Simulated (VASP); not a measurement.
Data:

```xyz
2
Lattice="0.0000 3.2110 3.2110 3.2110 0.0000 3.2110 3.2110 3.2110 0.0000" Properties=species:S:1:pos:R:3 pbc="T T T"
Cd     0.0000     0.0000     0.0000
Te     1.6055     1.6055     1.6055
```

Computed with LDA (Ceperley-Alder, Perdew-Zunger), VASP's LDA PAW potentials (set 64) (plane waves; VASP). Numerical set-up: 520 eV cut-off, Gaussian smearing of 0.050 eV, potentials Cd Te.

Unless said otherwise, spin-orbit coupling is left out, though it shifts the bands of the heavy elements here.

Q: Give the energies of bands 7 to 12 at the high-symmetry points, in eV from the valence-band maximum.

A: 
| band | Γ | X | U | L | W |
|---|---|---|---|---|---|
| 7 | 0.00 | -4.51 | -4.42 | -4.66 | -4.39 |
| 8 | 0.00 | -1.99 | -2.73 | -0.83 | -2.47 |
| 9 | 0.00 | -1.99 | -1.65 | -0.83 | -2.36 |
| 10 | 0.64 | 2.38 | 2.74 | 1.69 | 4.26 |
| 11 | 4.48 | 2.54 | 4.44 | 5.08 | 4.54 |
| 12 | 4.48 | 8.79 | 7.24 | 5.08 | 5.45 |

The gap is direct, 0.64 eV, from the valence maximum at Γ to the conduction minimum at Γ.

Measured: gap 1.63 eV (computed value off by -0.99 eV), as given by Anna Miglio et al., npj Computational Materials (2020), arXiv:2011.12765 [zero-point renormalisation of 16 meV (experimental, the table's column) added back].

The compound is CdTe in the zinc blende structure. It was relaxed first.
